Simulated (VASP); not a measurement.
Computed with AM05 GGA, VASP's PBE PAW potentials (set 64) (plane waves; VASP).

VASP input:

### INCAR
```
! general
SYSTEM  = Zn
PREC    = Accurate
ENCUT   = 520
LREAL   = F
LASPH   = T   ! aspherical one-centre terms

! electronic loop
EDIFF   = 1E-6   ! SCF stop (eV)
NELM    = 100
ALGO    = Normal   ! blocked Davidson
LMAXMIX = 4

! smearing
ISMEAR  = 1   ! Methfessel-Paxton
SIGMA   = 0.1

! functional
GGA     = AM

! ions
IBRION  = 2
NSW     = 60   ! most ionic steps
ISIF    = 3   ! ions, shape and volume
EDIFFG  = -0.01

! output
LWAVE   = F
LCHARG  = F
```

### POSCAR
```
Zn
1.0
  1.3226872994  -2.2909620232   0.0000000000
  1.3226872994   2.2909620232   0.0000000000
  0.0000000000   0.0000000000   4.6388598809
Zn
2
Cartesian
  1.3226872994   0.7636555350   1.1597149702
  1.3226872994  -0.7636555350   3.4791449107
```

**KPOINTS**
```
kpoints
0
G
  14 14 7
```

POTCAR, in this order: Zn (PBE.64 set). Program: vasp_std.

Problem. What will the output report for the number of irreducible k-points (NKPTS), largest plane-wave count, number of space-group operations, FFT grid (NGX, NGY, NGZ)?

Solution. 
```yaml
number of irreducible k-points (NKPTS): 96
largest_plane_wave_count: 781
number_of_space_group_operations: 24
FFT grid (NGX, NGY, NGZ): 20 × 20 × 36
```

The compound is Zn in the hcp structure. This run relaxes it. Symmetry was kept, so distortions that lower it aren't found. The start is the result of an earlier pass.
